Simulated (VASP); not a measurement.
Consider the following.

```
CELL_PARAMETERS angstrom
      0.00000     2.52973     2.52973
      2.52973     0.00000     2.52973
      2.52973     2.52973     0.00000
ATOMIC_POSITIONS crystal
  Zr 0.00000 0.00000 0.00000
  O  0.25000 0.25000 0.25000
  O  0.75000 0.75000 0.75000
```

Computed with optB88-vdW, VASP's PBE PAW potentials (set 64) (plane waves; VASP 6.6.1). Settings: 520 eV cut-off, 8×8×8 Γ-centred mesh, Gaussian smearing of 0.050 eV, potentials Zr_sv O.

Q: Give the stress tensor in GPa (positive for a compressed cell).

A: 
```
7.87  0.00  0.00
0.00  7.87  0.00
0.00  0.00  7.87
```
The pressure is its mean diagonal, 7.87 GPa.

The compound is ZrO2 in the fluorite structure, the high-temperature cubic form, which is unstable at 0 K; the monoclinic form is the stable one. This cell is one point of a volume scan, at 0.97 of the reference volume.
